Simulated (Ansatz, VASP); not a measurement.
# Nb (Nb(111)): VASP beside Ansatz

One calculation is typed for both programs; each brings its own data sets. How far apart do they land? Valence electrons are named where the data sets of a main pair hold unlike numbers.

Main program and level: Ansatz 0.2.0; plane waves, with VASP 6.6.1 beside it; band structure at PBE.

## 1. Starting point

The cell holds 11 atoms: 11 Nb. Cell: a = 4.667 Å, b = 4.667 Å, c = 27.526 Å, α = 90.0°, β = 90.0°, γ = 60.0°. Vacuum lies along c.

## 2. Ansatz: band structure, PBE

Ansatz runs on its default PAW (the set named soft_2) files.

A single point gives forces, pressure and levels at one fixed geometry, so differences don't come from the geometry; what else differs is listed under the comparison.

The input, input.yaml:

```yaml
crystal:
  lattice:
    - [4.6669047558, 0.0, 0.0]
    - [2.3334523779, 4.0416580756, 0.0]
    - [0.0, 0.0, 27.5262794416]
  atoms:
    - { symbol: Nb, position: [0.6666666667, 0.6666666667, 0.3269602788] }
    - { symbol: Nb, position: [0.0, 0.0, 0.361568223] }
    - { symbol: Nb, position: [0.3333333333, 0.3333333333, 0.3961761673] }
    - { symbol: Nb, position: [0.6666666667, 0.6666666667, 0.4307841115] }
    - { symbol: Nb, position: [0.0, 0.0, 0.4653920558] }
    - { symbol: Nb, position: [0.3333333333, 0.3333333333, 0.5] }
    - { symbol: Nb, position: [0.6666666667, 0.6666666667, 0.5346079442] }
    - { symbol: Nb, position: [0.0, 0.0, 0.5692158885] }
    - { symbol: Nb, position: [0.3333333333, 0.3333333333, 0.6038238327] }
    - { symbol: Nb, position: [0.6666666667, 0.6666666667, 0.638431777] }
    - { symbol: Nb, position: [0.0, 0.0, 0.6730397212] }
hamiltonian:
  xc: pbe
  pseudopotentials: { kind: paw }
kpoints:
  mp_grid: { grid: [12, 12, 1] }
  band_path:
    path:
      - [0.0, 0.0, 0.0]
      - [0.0, -0.03846, 0.0]
      - [0.0, -0.07692, 0.0]
      - [0.0, -0.15385, 0.0]
      - [0.0, -0.19231, 0.0]
      - [0.0, -0.26923, 0.0]
      - [0.0, -0.30769, 0.0]
      - [0.0, -0.34615, 0.0]
      - [0.0, -0.42308, 0.0]
      - [0.0, -0.46154, 0.0]
      - [0.0, -0.5, 0.0]
      - [0.02564, -0.48718, 0.0]
      - [0.05128, -0.47436, 0.0]
      - [0.10256, -0.44872, 0.0]
      - [0.12821, -0.4359, 0.0]
      - [0.17949, -0.41026, 0.0]
      - [0.20513, -0.39744, 0.0]
      - [0.25641, -0.37179, 0.0]
      - [0.28205, -0.35897, 0.0]
      - [0.30769, -0.34615, 0.0]
      - [0.33333, -0.33333, 0.0]
      - [0.30769, -0.30769, 0.0]
      - [0.25641, -0.25641, 0.0]
      - [0.23077, -0.23077, 0.0]
      - [0.20513, -0.20513, 0.0]
      - [0.15385, -0.15385, 0.0]
      - [0.12821, -0.12821, 0.0]
      - [0.07692, -0.07692, 0.0]
      - [0.05128, -0.05128, 0.0]
      - [0.0, 0.0, 0.0]
    npoints: 1
scf:
  occupations: { method: fermi_dirac, width: 0.1 }
  n_extra_bands: 11
efield:
  axis: 3
  dipole_correction: true
  ramp_width: 0.04
output:
  forces: true
  eigenvalues: true
```

Started as:

```sh
$ ansatz run input.yaml --threads 4 --pin off --max-ram 9216MiB --backend cpu --events-out ev --progress --plain --runs-dir out
```

Numbers of over 12 decimals in the logs are rounded to 6 here.

Log:

```text
scf.n_extra_bands = 11 over 72 filled bands (N_el = 143.0): the run solves 83 bands
Engine: ansatz 0.2.0, x86_64-unknown-linux-gnu
Pseudopotentials: kind: paw
Pseudopotential: Nb, paw, valence charge 13, recommended cutoff 420 eV (normal), Nb.paw.azcp
Functional definition: PBE
  parameter kappa = 0.804
  parameter beta = 0.066725
  exchange = pbe_x(kappa = kappa, mu = beta*pi^2/3)
  correlation = pbe_c(beta = beta)
Crystal: 11 atoms, lattice volume = 519.202 Å³
Basis set: ecut = 420 eV, 10177 PW (Γ), exchange–correlation on 64×64×384 points (8 copies of the dense FFT grid, shifted against one another)
Bands: 83, of which v1, the nominal top of the filled ones, is band 72 counted from 1 (71 counted from 0)
Symmetry: 6 space group operations
k-points: 19 of 144 (time reversal used)
Non-local potential: Nb, projectors of the file, l = 0: 3, l = 1: 2, l = 2: 2, l = 3: 1
PAW form: soft (Blöchl's): semilocal exchange-correlation on the pseudo side does not see the compensation charge
PAW one-centre angular grid: Nb, 590 points (default); XC on 64 Gauss nodes
Initial density: superposition of atomic densities (neutral atoms: chi_scale 0, normalization atom), corrected by the library's trained network
Initial wavefunctions: pseudopotential atomic-orbital guess
Functional: x = pbe(κ = 0.804, μ = 0.219515), c = pbe(β = 0.066725)
SCF iter   1: F=—  HF=-50069.243903 eV  |F-HF|=—  |Δ(HF+E_count)|=         —  Δρ=8.21e-3  dr2=6.05e0  ethr=1.77e-3  p=0.000 e·Å  D=2.61e-13 V/Å  ΔV_dip=-0.00 eV  dr2_dipole=7.70e-8  V_vac-E_F(+/−)=3.82/3.82 eV  ⟨swp⟩=10.6  Hψ=7482  notcnv=0
efield: sawtooth ramp at fractional position 0.9800 (placed from the atoms, in the widest stretch of the axis that holds none; the zero of the levels goes with the place), width 0.0400; the density the first Hamiltonian is built on has a dipole p = 0.000 e·Å; the dipole correction subtracts the counter field D = 2.61e-13 V/Å, which shifts the + side's vacuum level by -0.00 eV against the − side's; the planar-averaged density in the ramp window peaks in size at 1.2e-5 e/Å³
preconditioner: auto → LDOS  [metal: Δε(μ)=0.035 eV  Ē_g=2.791 eV  σ=0.100 eV  W_gap=0.09  n_scr=96 (ndim 8)  ℏωp=12.1 eV  f_vac=0.536  D(μ)=14.38/eV (n_scr^D=108)  β→1.0]
SCF iter   2: F=—  HF=-50069.126199 eV  |F-HF|=—  |Δ(HF+E_count)|=   1.18e-1  Δρ=3.34e-3  dr2=5.57e-1  ethr=1.77e-3  p=-0.000 e·Å  D=-6.70e-7 V/Å  ΔV_dip=0.00 eV  dr2_dipole=1.23e-6  V_vac-E_F(+/−)=3.31/3.31 eV  ⟨swp⟩=2.6  Hψ=1959  notcnv=0
SCF iter   3: F=—  HF=-50069.114423 eV  |F-HF|=—  |Δ(HF+E_count)|=   1.18e-2  Δρ=6.60e-4  dr2=1.29e-2  ethr=3.89e-4  p=0.000 e·Å  D=2.97e-5 V/Å  ΔV_dip=-0.00 eV  dr2_dipole=1.72e-6  V_vac-E_F(+/−)=3.44/3.44 eV  ⟨swp⟩=2.0  Hψ=1644  notcnv=0
SCF iter   4: F=—  HF=-50069.114874 eV  |F-HF|=—  |Δ(HF+E_count)|=   4.51e-4  Δρ=1.79e-4  dr2=2.89e-4  ethr=9.05e-6  p=-0.000 e·Å  D=-8.07e-7 V/Å  ΔV_dip=0.00 eV  dr2_dipole=7.11e-8  V_vac-E_F(+/−)=3.41/3.41 eV  ⟨swp⟩=2.2  Hψ=1981  notcnv=0
SCF iter   5: F=—  HF=-50069.114901 eV  |F-HF|=—  |Δ(HF+E_count)|=   2.70e-5  Δρ=5.42e-5  dr2=2.83e-5  ethr=2.02e-7  p=0.000 e·Å  D=6.46e-6 V/Å  ΔV_dip=-0.00 eV  dr2_dipole=3.00e-8  V_vac-E_F(+/−)=3.41/3.41 eV  ⟨swp⟩=3.1  Hψ=2403  notcnv=0
SCF iter   6: F=—  HF=-50069.115643 eV  |F-HF|=—  |Δ(HF+E_count)|=   7.42e-4  Δρ=1.98e-5  dr2=4.27e-6  ethr=1.98e-8  p=-0.000 e·Å  D=-1.07e-6 V/Å  ΔV_dip=0.00 eV  dr2_dipole=3.21e-9  V_vac-E_F(+/−)=3.41/3.41 eV  ⟨swp⟩=2.8  Hψ=3091  notcnv=0
SCF iter   7: F=—  HF=-50069.115645 eV  |F-HF|=—  |Δ(HF+E_count)|=   1.68e-6  Δρ=4.75e-6  dr2=2.07e-7  ethr=2.99e-9  p=0.000 e·Å  D=4.27e-7 V/Å  ΔV_dip=-0.00 eV  dr2_dipole=7.08e-10  V_vac-E_F(+/−)=3.41/3.41 eV  ⟨swp⟩=2.1  Hψ=2426  notcnv=0
SCF iter   8: F=-50069.115645 eV  HF=-50069.115645 eV  |F-HF|=2.10e-8  |Δ(HF+E_count)|=   1.89e-7  Δρ=1.37e-6  dr2=2.25e-8  ethr=6.99e-11  p=-0.000 e·Å  D=-1.07e-7 V/Å  ΔV_dip=0.00 eV  dr2_dipole=1.13e-11  V_vac-E_F(+/−)=3.41/3.41 eV  ⟨swp⟩=10.5  Hψ=7009  notcnv=0
SCF 1 converged in 8 iterations: F = -50069.115645 eV  dr2 = 2.25e-8
  greatest PAW one-centre occupation: 0.998 electrons in one spin orbital (limit 2), on the Nb atom at site 5 (counted from 0), in its partial waves of l = 0
NSCF: frozen V_eff on 30 k-points
efield: sawtooth ramp at fractional position 0.9800 (kept from the solve that this one continues, or follows in the run), width 0.0400; the density the first Hamiltonian is built on has a dipole p = -0.000 e·Å; the dipole correction subtracts the counter field D = -1.07e-7 V/Å, which shifts the + side's vacuum level by +0.00 eV against the − side's; the planar-averaged density in the ramp window peaks in size at 1.3e-7 e/Å³
SCF converged after 8 iterations
Free energy (F): -50069.115645 eV
Harris-Foulkes:  -50069.115645 eV  (|F-HF|=2.10e-8)
Internal energy: -50068.594636 eV  (E = F + TS)
E sigma→0 (E₀):  -50068.855140 eV
Entropy (-TS):   -0.521009 eV (-47.364 meV/atom)
Fermi energy:    4.772187 eV
Dipole field:    D = 0.000003 V/Å  (p = 0.000008 e·Å, saw-weighted, corrected)
Work function:   Φ+ = 3.4123 eV   Φ− = 3.4124 eV
Levels:          The Fermi level and band energies are counted from a zero that moves with the ramp; work functions are not
--- Per-component energies (eV) ---
  E_band       = -2612.210246
  E_kinetic    = 4327.556462
  E_local      = -179822.991547  (includes V_loc(G=0)·N_el)
  E_nonlocal   = 1325.273487
  E_hartree    = 87536.461737
  E_xc         = -1921.420006
  E_vxc        = -2329.560299  (∫ρ·V_xc dr)
  E_paw        = -33808.556684  (= ΣΔE_a)
  E_vpaw       = -1185.438676  (= ΣTr[D̂ρ^β])
  E_aug_tail   = 0.000074  (compensation charges beyond the density's cutoff)
  E_efield     = 0.000000  (sawtooth field / dipole correction)
  E_vefield    = 0.000000  (∫n·V_field dr)
  E_ewald      = 72295.081842
  E_smearing   = -0.521009  (= −TS)
  E_closure    = 0.000000  (closes the sum)
  Σ components = -50069.115645   (vs F -50069.115645, Δ=0.00e0)
--- Forces (eV/Å), atoms counted from 1 ---
  atom   1  Nb     0.00000000    -0.00000000     1.62379523
  atom   2  Nb    -0.00000000     0.00000000     0.12913400
  atom   3  Nb    -0.00000000     0.00000000    -1.10155160
  atom   4  Nb    -0.00000000    -0.00000000    -0.53614306
  atom   5  Nb    -0.00000000    -0.00000000    -0.44603998
  atom   6  Nb    -0.00000000    -0.00000000    -0.00000180
  atom   7  Nb     0.00000000     0.00000000     0.44604200
  atom   8  Nb     0.00000000     0.00000000     0.53615413
  atom   9  Nb     0.00000000    -0.00000000     1.10155473
  atom  10  Nb     0.00000000    -0.00000000    -0.12914531
  atom  11  Nb    -0.00000000     0.00000000    -1.62380460
  max |Σ_I F_I| component: 6.26e-6 eV/Å
--- Band table (eV; the first three rows and the last of 19) ---
  k-point 0: bands = [... 68 lower, 4.1886, 4.3714, 4.3714, 4.4886, 4.4886, 4.9045, 4.9045, 4.9452, ... 7 higher]
  k-point 1: bands = [... 68 lower, 4.2424, 4.4382, 4.4454, 4.5661, 4.5692, 4.9003, 4.9251, 5.0056, ... 7 higher]
  k-point 2: bands = [... 68 lower, 4.5208, 4.5409, 4.5707, 4.7314, 4.8491, 4.9073, 4.9988, 5.1213, ... 7 higher]
  k-point 18: bands = [... 68 lower, 4.4632, 4.5010, 4.5010, 4.8352, 4.8432, 4.8454, 4.8454, 5.2729, ... 7 higher]
```

Elapsed: 34 s, on 4 threads of Intel Xeon Platinum 8488C (Sapphire Rapids), shared host; peak memory 1.6 GiB.

The column dr2 measures how far the density is from self-consistency, as an energy; F and HF (Harris–Foulkes) agree once it is small.

(Continued in part 2 of 2.)

[Lines on the potential files, build, host, timing and source positions are cut from VASP's logs without a mark.]

[Logs are printed without paths, hosts, clocks, repeated set-up lines and the standing remarks that a program may print on its own settings, such as how far it seeks lower states.]

[Hosts, paths, dates, database ids (printed as entryN), source tags and the programs' standing remarks are cut or masked in the printed files.]
